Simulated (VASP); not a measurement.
Input:

```yaml
crystal:
  lattice:
    - [0.00000, 2.72911, 2.72911]
    - [2.72911, 0.00000, 2.72911]
    - [2.72911, 2.72911, 0.00000]
  atoms:
    - { symbol: Li, position: [0.00000, 0.00000, 0.00000] }
    - { symbol: Br, position: [0.50000, 0.50000, 0.50000] }
```

These are rev-vdW-DF2, VASP's PBE PAW potentials (set 64) (plane waves; VASP) values and carry that method's errors. Run with 520 eV cut-off, 8×8×8 Γ-centred mesh, Gaussian smearing of 0.050 eV, potentials Li_sv Br.

Task: Estimate the energy per atom (σ→0), band gap (on the k-mesh) with the smallest direct gap where there is one.

Result: 
* **band gap (on the k-mesh)**: 5.02 eV
* **smallest direct gap (on the k-mesh)**: 5.02 eV
* **energy per atom (σ→0)**: -2.252 eV/atom

The compound is LiBr in the rock salt structure. It was relaxed first. The start is the result of an earlier pass.
